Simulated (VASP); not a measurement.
```
CSi
1.0
    1.54069    -2.66855     0.00000
    1.54069     2.66855     0.00000
    0.00000     0.00000     5.05803
Si C
2 2
Direct
  0.66667   0.33333   0.49963
  0.33333   0.66667   0.99963
  0.66667   0.33333   0.87537
  0.33333   0.66667   0.37537
```

The numbers are results of TPSS meta-GGA, VASP's PBE PAW potentials (set 64) (plane waves; VASP), not measurements. Run with 520 eV cut-off, 8×8×5 Γ-centred mesh, Gaussian smearing of 0.050 eV, potentials Si C.

What does the run give for the energy per atom (σ→0)?

```yaml
energy per atom (σ→0): -10.501 eV/atom
```

The compound is SiC in the wurtzite structure, the rare 2H polytype. It was relaxed first.
